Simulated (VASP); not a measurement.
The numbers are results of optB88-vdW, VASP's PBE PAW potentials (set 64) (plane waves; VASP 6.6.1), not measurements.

VASP input:

POSCAR:
```
Na
1
   -2.0337826083     2.0337826083     2.0337826083
    2.0337826083    -2.0337826083     2.0337826083
    2.0337826083     2.0337826083    -2.0337826083
Na
1
Direct
  0.0000000000   0.0000000000   0.0000000000
```

KPOINTS:
```
Automatic mesh
0
Gamma
12 12 12
0 0 0
```

INCAR:
```
! general
SYSTEM   = Na
PREC     = Accurate
ENCUT    = 520
LREAL    = .FALSE.
LASPH    = .TRUE.

! electronic loop
EDIFF    = 1E-7
NELM     = 100
ALGO     = Normal

! smearing
ISMEAR   = 1
SIGMA    = 0.1

! functional
GGA      = BO
LUSE_VDW = .TRUE.
AGGAC    = 0.0
PARAM1   = 0.1833333333
PARAM2   = 0.22

! ions
ISIF     = 2

! output
LWAVE    = .FALSE.
LCHARG   = .FALSE.
```

POTCAR, in this order: Na_pv (PBE.64 set). Program: vasp_std.

Task: What will the output report for the number of irreducible k-points (NKPTS), largest plane-wave count, number of space-group operations, FFT grid (NGX, NGY, NGZ)?

Result: 
```
Item                                           Value
--------------------------------------  ------------
number of irreducible k-points (NKPTS)            72
largest plane-wave count                         935
number of space-group operations                  48
FFT grid (NGX, NGY, NGZ)                28 × 28 × 28
```

The compound is Na in the bcc structure. This cell is one point of a volume scan, at 0.94 of the reference volume.
